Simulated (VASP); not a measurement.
**ScTe (relaxed from the zinc blende structure, space group F-43m): computed properties**

Calculation: LDA (Ceperley-Alder, Perdew-Zunger), VASP's LDA PAW potentials (set 64) (plane waves; VASP).

```
Property                                                                                                  Result
----------------------------------  ----------------------------------------------------------------------------
space group                                                                                          F-43m (216)
cell                                a = 6.3876 Å, b = 6.3876 Å, c = 6.3876 Å, α = 90.00°, β = 90.00°, γ = 90.00°
volume per atom                                                                                   32.58 Å^3/atom
band gap (over mesh and band path)                                      none (metal, semimetal or under 0.01 eV)
density                                                                                               4.40 g/cm³
```

```
ScTe
1.0
    0.00000     3.19381     3.19381
    3.19381     0.00000     3.19381
    3.19381     3.19381     0.00000
Sc Te
1 1
Cartesian
  6.38762   3.19381   3.19381
  1.59691   1.59691   1.59691
```

Unless said otherwise, spin-orbit coupling is left out, though it shifts the bands of the heavy elements here.

The structure was generated: ScTe was put into the zinc blende type (F-43m), which need not be its known phase. It was relaxed first, which changed the volume by -28 %. Symmetry was kept, so distortions that lower it aren't found. The electron count is odd and the run is not spin-polarised, which forces a metal.
